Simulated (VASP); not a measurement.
FeSi:

```xyz
8
Lattice="4.4063 0.0000 0.0000 0.0000 4.4063 0.0000 0.0000 0.0000 4.4063" Properties=species:S:1:pos:R:3 pbc="T T T"
Fe    0.6046    0.6046    0.6046
Fe    1.5985    3.8017    2.8077
Fe    2.8077    1.5985    3.8017
Fe    3.8017    2.8077    1.5985
Si    3.7058    3.7058    3.7058
Si    2.9036    0.7004    1.5027
Si    1.5027    2.9036    0.7004
Si    0.7004    1.5027    2.9036
```

Program: VASP 6.6.1. Alike in all runs: no spin polarisation; cell as given; k mesh 8 × 8 × 8; cutoff (eV) 520; smearing gaussian 0.03 eV.

Problem. Order these runs on this cell by their pressure, lowest first.
A. level LDA; potentials or basis VASP PAW LDA potentials, release 64 (Fe, Si)
B. level r2SCAN; potentials or basis VASP PAW PBE potentials, release 64 (Fe, Si)
C. level PBE; potentials or basis VASP PAW PBE potentials, release 64 (Fe, Si)

Solution. A (-5.6 GPa), B (-0.3 GPa), C (6.8 GPa).

Caveats: the PAW data sets were made with another functional, which shifts forces and pressure a little (some runs).
